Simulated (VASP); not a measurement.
```xyz
3
Lattice="-1.6066 1.6066 3.9324 1.6066 -1.6066 3.9324 1.6066 1.6066 -3.9324" Properties=species:S:1:pos:R:3 pbc="T T T"
Si     1.6066     1.6066     1.2959
Si     0.0000     0.0000     2.6366
Mo     0.0000     0.0000     0.0000
```

Calculation: optB86b-vdW, VASP's PBE PAW potentials (set 64) (plane waves; VASP). Settings: 520 eV cut-off, 15×15×15 Γ-centred mesh, tetrahedra with Blöchl corrections, potentials Si Mo_sv.

The cores are frozen, which limits the accuracy of field gradients.

Q: Give the principal components of the electric field gradient (V/Å²) and the asymmetry η at each nucleus.

A: 
```csv
atom,Vxx,Vyy,Vzz,η
Si1,5.6,5.6,-11.3,0.00
Si2,5.6,5.6,-11.3,0.00
Mo3,30.1,30.1,-60.2,0.00
```

The compound is MoSi2 in the MoSi2 type structure. It was relaxed first.
